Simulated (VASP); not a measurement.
# Si3Bi2Te3 (Pm-3m) in VASP: further runs

The runs below take Si3Bi2Te3 through relaxation of cell and atoms, with PBE.

Program: VASP 6.6.1. These are calculated values, not measurements. Logs are shortened: lines on timing, memory, paths and dates and some standing lists are left out, and cuts for length are marked.

**1. The crystal as given**

The structure is cubic, space group Pm-3m (No. 221). Conventional cell: a = 5.933 Å, b = 5.933 Å, c = 5.933 Å, α = 90.00°, β = 90.00°, γ = 90.00°. Si (site symmetry 4/mmm) has 2 Bi at 2.97 Å and 4 Te at 2.97 Å as nearest neighbours. Bi (site symmetry m-3m) is surrounded by 6 Te at 2.97 Å. Around Bi (site symmetry m-3m) lie 6 Si at 2.97 Å. Te (site symmetry 4/mmm) is surrounded by 4 Si at 2.97 Å and 2 Bi at 2.97 Å.

The cell was built by a generator and needn't be a form met in nature.

**2. Relaxation of cell and atoms, PBE**

Input file INCAR:

```
  PREC = Normal
  ENCUT = 520
  EDIFF = 1E-4
  ISMEAR = 0
  SIGMA = 0.15
  LREAL = False
  LASPH = True
  NELM = 60
  ALGO = Fast
  ISIF = 3
  LWAVE = False
  LCHARG = False
  GGA = PE
  IBRION = 2
  NSW = 24
  EDIFFG = -0.08
```

Input file KPOINTS:

```
regular mesh
0
Gamma
  3 3 3
```

Input file POSCAR:

```
Si3Bi2Te3
1.0
    5.9325290300      0.0000000000      0.0000000000
    0.0000000000      5.9325290300      0.0000000000
    0.0000000000      0.0000000000      5.9325290300
Si Bi Te
3 2 3
Direct
    0.0000000000      0.5000000000      0.5000000000
    0.5000000000      0.0000000000      0.5000000000
    0.5000000000      0.5000000000      0.0000000000
    0.0000000000      0.0000000000      0.0000000000
    0.5000000000      0.5000000000      0.5000000000
    0.5000000000      0.0000000000      0.0000000000
    0.0000000000      0.5000000000      0.0000000000
    0.0000000000      0.0000000000      0.5000000000
```

Potentials or basis: VASP PAW PBE potentials, release 64 (Si, Bi_d, Te).

On the command line:

```console
$ cat potpaw_PBE.64/Si/POTCAR potpaw_PBE.64/Bi_d/POTCAR potpaw_PBE.64/Te/POTCAR > POTCAR
$ mpirun -np 1 vasp_std > vasp.out
```

OUTCAR:

```text
PREC = Normal
   ENCUT = 520
   EDIFF = 1E-4
   ISMEAR = 0
   LREAL = False
   LASPH = True
   NELM = 60
   ISIF = 3
   GGA = PE
   IBRION = 2
   NSW = 24
   EDIFFG = -0.08

 ion  position               nearest neighbor table
   1  0.000  0.500  0.500-   5 2.97   7 2.97   8 2.97   7 2.97   8 2.97   5 2.97
   2  0.500  0.000  0.500-   5 2.97   6 2.97   8 2.97   6 2.97   5 2.97   8 2.97
   3  0.500  0.500  0.000-   5 2.97   6 2.97   7 2.97   5 2.97   6 2.97   7 2.97
   4  0.000  0.000  0.000-   6 2.97   7 2.97   8 2.97   8 2.97   7 2.97   6 2.97
   5  0.500  0.500  0.500-   1 2.97   2 2.97   3 2.97   3 2.97   2 2.97   1 2.97
   6  0.500  0.000  0.000-   2 2.97   3 2.97   4 2.97   2 2.97   3 2.97   4 2.97
   7  0.000  0.500  0.000-   1 2.97   3 2.97   4 2.97   1 2.97   4 2.97   3 2.97
   8  0.000  0.000  0.500-   1 2.97   2 2.97   4 2.97   4 2.97   1 2.97   2 2.97

  LATTYP: Found a simple cubic cell.
 ALAT       =     5.9325290300

  Lattice vectors:

 A1 = (   5.9325290300,   0.0000000000,   0.0000000000)
 A2 = (   0.0000000000,   5.9325290300,   0.0000000000)
 A3 = (   0.0000000000,   0.0000000000,   5.9325290300)

Analysis of symmetry for initial positions (statically):
=====================================================================
 Subroutine PRICEL returns:
 Original cell was already a primitive cell.

 Routine SETGRP: Setting up the symmetry group for a
 simple cubic supercell.

 Subroutine GETGRP returns: Found 48 space group operations
 (whereof 48 operations were pure point group operations)
 out of a pool of 48 trial point group operations.

The static configuration has the point symmetry O_h .

Analysis of symmetry for dynamics (positions and initial velocities):
=====================================================================
 Subroutine PRICEL returns:
 Original cell was already a primitive cell.

 Routine SETGRP: Setting up the symmetry group for a
 simple cubic supercell.

 Subroutine GETGRP returns: Found 48 space group operations
 (whereof 48 operations were pure point group operations)
 out of a pool of 48 trial point group operations.

The dynamic configuration has the point symmetry O_h .

 Subroutine INISYM returns: Found 48 space group operations
 (whereof 48 operations are pure point group operations),
 and found     1 'primitive' translations

----------------------------------------------------------------------------------------

                                     Primitive cell

  volume of cell :     208.7948

  direct lattice vectors                    reciprocal lattice vectors
[... 73 lines left out ...]
   LNONCOLLINEAR =      F non collinear calculations
   LSORBIT =      F    spin-orbit coupling
   LASPH  =      T    aspherical Exc in radial PAW
   ENCUT  =  520.0 eV  38.22 Ry    6.18 a.u.  11.03 11.03 11.03*2*pi/ulx,y,z
   NELM   =     60;   NELMIN=  2; NELMDL= -5     # of ELM steps
   EDIFF  = 0.1E-03   stopping-criterion for ELM
   LREAL  =      F    real-space projection
   EDIFFG = -.8E-01   stopping-criterion for IOM
   NSW    =     24    number of steps for IOM
   IBRION =      2    ionic relax: 0-MD 1-quasi-New 2-CG
   NFREE  =      1    steps in history (QN), initial steepest desc. (CG)
   ISIF   =      3    stress and relaxation
   ISYM   =      2    0-nonsym 1-usesym 2-fastsym
   POTIM  = 0.5000    time-step for ionic-motion
   TEBEG  =    0.0;   TEEND  =   0.0 temperature during run
   PSTRESS=    0.0 pullay stress
   NELECT =      60.0000    total number of electrons
   NUPDOWN=      -1.0000    fix difference up-down
   EMIN   =  10.00;   EMAX   =-10.00  energy-range for DOS
   EFERMI =   0.00;   METHOD = LEGACY
   ISMEAR =     0;   SIGMA  =   0.15  broadening in eV -4-tet -1-fermi 0-gaus
   EFERMI_NEDOS =   21; number of points for ismear=-14 and -15
   IALGO  =     68    algorithm
   IMIX   =      4    mixing-type and parameters
     AMIX     =   0.40;   BMIX     =  1.00
     AMIX_MAG =   1.60;   BMIX_MAG =  1.00
  volume/ion in A,a.u.               =      26.10       176.13
  Fermi-wavevector in a.u.,A,eV,Ry     =   1.080319  2.041507 15.879214  1.167089
  Thomas-Fermi vector in A             =   2.216307
   LORBIT       =      0    0 simple, 1 ext, 2 COOP (PROOUT), +10 PAW based schemes
   GGA     = PE    functional components
   LHFCALC =     F    Hartree Fock is set to
   AEXX    =    0.0000 exact exchange contribution
   IVDW    =     0    specifies the selected vdW correction
   LEPSILON=     F    determine dielectric tensor
   LRPA    =     F    only Hartree local field effects (RPA)
 conjugate gradient relaxation of ions
 non-spin polarized calculation
 RMM-DIIS sequential band-by-band and
 Gauss-broadening in eV      SIGMA  =   0.15
  energy-cutoff  :      520.00
  volume of cell :      208.79
 maximum number of plane-waves:      5644
   NGX = 23   NGY = 23   NGZ = 23

--------------------------------------- Ionic step        1  -------------------------------------------

 number of electron      60.0000038 magnetization

 Free energy of the ion-electron system (eV)
  ---------------------------------------------------
  ext. energy  EPLUGINS =         0.00000000
  ---------------------------------------------------
  free energy    TOTEN  =       -30.92564699 eV

  energy without entropy =      -30.85425287  energy(sigma->0) =      -30.88994993

------------------------ aborting loop because EDIFF is reached ----------------------------------------

  FORCE on cell =-STRESS in cart. coord.  units (eV):
  Direction    XX          YY          ZZ          XY          YZ          ZX
  --------------------------------------------------------------------------------------
  -------------------------------------------------------------------------------------
  Total        5.5362936      5.5362936      5.5362936      0.0000000      0.0000000     -0.0000000
  in kB       42.4825013     42.4825013     42.4825013      0.0000000      0.0000000     -0.0000000
  external PRESSURE =      42.4825013 kB  Pullay stress =       0.0000000 kB
[... 71 lines left out ...]
--------------------------------------- Ionic step        3  -------------------------------------------

 number of electron      59.9999964 magnetization

 Free energy of the ion-electron system (eV)
  ---------------------------------------------------
  ext. energy  EPLUGINS =         0.00000000
  ---------------------------------------------------
  free energy    TOTEN  =       -31.12770541 eV

  energy without entropy =      -31.08546807  energy(sigma->0) =      -31.10658674

 E-fermi :   6.8969     XC(G=0):  -9.5911

 val. band max:        6.7773084980   @ k =   0.3333   0.3333   0.0000
 cond. band min:       7.0249035949   @ k =   0.3333   0.3333   0.0000
 fundamental gap:      0.2475950968
 Fermi energy:         6.8968732991

 k-point     1 :       0.0000    0.0000    0.0000
  band No.  band energies     occupation
      1     -17.0981      2.00000
      2     -17.0981      2.00000
      3     -17.0625      2.00000
      4     -17.0625      2.00000
      5     -17.0625      2.00000
      6     -15.4423      2.00000
[... 180 lines left out ...]
  FREE ENERGIE OF THE ION-ELECTRON SYSTEM (eV)
  ---------------------------------------------------
  free  energy   TOTEN  =       -31.1277054145 eV

  energy  without entropy=      -31.0854680651  energy(sigma->0) =      -31.10658674

 reached required accuracy - stopping structural energy minimisation
```

OSZICAR:

```text
N       E                     dE             d eps       ncg     rms          rms(c)
DAV:   1     0.498638436656E+03    0.49864E+03   -0.26379E+04   288   0.157E+03
DAV:   2     0.253801663152E+02   -0.47326E+03   -0.46384E+03   320   0.380E+02
DAV:   3    -0.284516668850E+02   -0.53832E+02   -0.52534E+02   364   0.137E+02
[... 24 lines left out ...]
RMM:   3    -0.311263093801E+02    0.41757E-01   -0.18073E-01   302   0.326E+00    0.180E-01
RMM:   4    -0.311273696631E+02   -0.10603E-02   -0.23811E-02   379   0.907E-01    0.241E-01
RMM:   5    -0.311276397336E+02   -0.27007E-03   -0.36792E-03   372   0.413E-01    0.206E-01
RMM:   6    -0.311276943402E+02   -0.54607E-04   -0.11663E-03   306   0.244E-01    0.674E-02
RMM:   7    -0.311277054145E+02   -0.11074E-04   -0.31809E-04   199   0.155E-01
   3 F= -.31127705E+02 E0= -.31106587E+02  d E =-.202058E+00
```

CONTCAR:

```text
Si3Bi2Te3
   1.00000000000000
     6.0809036096981988   -0.0000000000000000   -0.0000000000000000
     0.0000000000000000    6.0809036096981988   -0.0000000000000000
     0.0000000000000000    0.0000000000000000    6.0809036096981988
  Si              Bi              Te
     3     2     3
Direct
     0.0000000000000000    0.5000000000000000    0.5000000000000000
     0.5000000000000000    0.0000000000000000    0.5000000000000000
     0.5000000000000000    0.5000000000000000    0.0000000000000000
     0.0000000000000000    0.0000000000000000    0.0000000000000000
     0.5000000000000000    0.5000000000000000    0.5000000000000000
     0.5000000000000000    0.0000000000000000    0.0000000000000000
     0.0000000000000000    0.5000000000000000    0.0000000000000000
     0.0000000000000000    0.0000000000000000    0.5000000000000000

  0.00000000E+00  0.00000000E+00  0.00000000E+00
  0.00000000E+00  0.00000000E+00  0.00000000E+00
  0.00000000E+00  0.00000000E+00  0.00000000E+00
  0.00000000E+00  0.00000000E+00  0.00000000E+00
  0.00000000E+00  0.00000000E+00  0.00000000E+00
  0.00000000E+00  0.00000000E+00  0.00000000E+00
  0.00000000E+00  0.00000000E+00  0.00000000E+00
  0.00000000E+00  0.00000000E+00  0.00000000E+00
```

It took 35 s on 1 thread of Intel Xeon Platinum 8488C (Sapphire Rapids), shared host; peak memory 0.22 GiB.

What came out:

```yaml
Free_energy: -31.1277 eV
Relaxed_volume: 28.11 Å³/atom
Relaxed_cell: a = 6.081 Å, b = 6.081 Å, c = 6.081 Å, α = 90.00°, β = 90.00°, γ = 90.00°
Space_group_after_relaxing_to_0.05_Å: Pm-3m (No. 221)
Energy_gained_by_relaxing: 25.3 meV/atom
Ionic_steps: 3
Pressure_after_relaxing: -0.1 GPa
Band_gap_on_the_k_mesh: 0.25 eV, direct
```

The path:
```tsv
step	energy change (eV)	largest force (eV/Å)	pressure (GPa)	volume (Å³)
1	0.0000	0.0000	4.25	208.79
2	-0.1818	0.0000	-1.18	230.41
3	-0.2021	0.0000	-0.06	224.86
```

Final structure:
```xyz
8
Lattice="6.0809 0.0000 0.0000 0.0000 6.0809 0.0000 0.0000 0.0000 6.0809" Properties=species:S:1:pos:R:3 pbc="T T T"
Si    0.0000    3.0405    3.0405
Si    3.0405    0.0000    3.0405
Si    3.0405    3.0405    0.0000
Bi    0.0000    0.0000    0.0000
Bi    3.0405    3.0405    3.0405
Te    3.0405    0.0000    0.0000
Te    0.0000    3.0405    0.0000
Te    0.0000    0.0000    3.0405
```

Caveat: spin-orbit coupling is left out, which as a rule narrows the gap of such compounds by several tenths of an eV; an odd mesh through Γ misses points on the zone boundary, where band edges often lie; the relaxation stopped at a loose force limit of 0.08 eV/Å, so its end isn't a converged minimum.

**3. Relaxation of cell and atoms, PBE**

This run uses another cell than the first one, of 28.13 Å³/atom, 1.078 times its volume.

INCAR is that of step 2.

KPOINTS is that of step 2.

Input file POSCAR:

```
Si3Bi2Te3
1.0
    6.0824811200      0.0000000000      0.0000000000
    0.0000000000      6.0824811200      0.0000000000
    0.0000000000      0.0000000000      6.0824811200
Si Bi Te
3 2 3
Direct
    0.5000000000      0.0000000000      0.0000000000
    0.0000000000      0.5000000000      0.0000000000
    0.0000000000      0.0000000000      0.5000000000
    0.5000000000      0.5000000000      0.5000000000
    0.0000000000      0.0000000000      0.0000000000
    0.0000000000      0.5000000000      0.5000000000
    0.5000000000      0.0000000000      0.5000000000
    0.5000000000      0.5000000000      0.0000000000
```

Potentials or basis: VASP PAW PBE potentials, release 64 (Si, Bi_d, Te).

On the command line:

```console
$ cat potpaw_PBE.64/Si/POTCAR potpaw_PBE.64/Bi_d/POTCAR potpaw_PBE.64/Te/POTCAR > POTCAR
$ mpirun -np 1 vasp_std > vasp.out
```

It took 17 s on 1 thread of Intel Xeon Platinum 8488C (Sapphire Rapids), shared host; peak memory 0.21 GiB.

The run converged. Its results:

```yaml
Free_energy: -31.1303 eV
Pressure_after_relaxing: 0.0 GPa
Band_gap_on_the_k_mesh: 0.25 eV, direct
```

Final structure:
```xyz
8
Lattice="6.0825 0.0000 0.0000 0.0000 6.0825 0.0000 0.0000 0.0000 6.0825" Properties=species:S:1:pos:R:3 pbc="T T T"
Si    3.0412    0.0000    0.0000
Si    0.0000    3.0412    0.0000
Si    0.0000    0.0000    3.0412
Bi    3.0412    3.0412    3.0412
Bi    0.0000    0.0000    0.0000
Te    0.0000    3.0412    3.0412
Te    3.0412    0.0000    3.0412
Te    3.0412    3.0412    0.0000
```

Levels at points of the mesh, in eV from the valence-band top:
```
           k point  band 26  band 27  band 28  band 29  band 30  band 31  band 32  band 33  band 34  band 35
(0.00, 0.00, 0.00)    -3.79    -3.79    -1.58    -1.58    -1.58     2.08     2.08     2.08     2.97     2.97
```

Caveat: the relaxation stopped at its first step, so nothing moved; spin-orbit coupling is left out, which as a rule narrows the gap of such compounds by several tenths of an eV; an odd mesh through Γ misses points on the zone boundary, where band edges often lie; the relaxation stopped at a loose force limit of 0.08 eV/Å, so its end isn't a converged minimum.

[end of part 1 of 2]
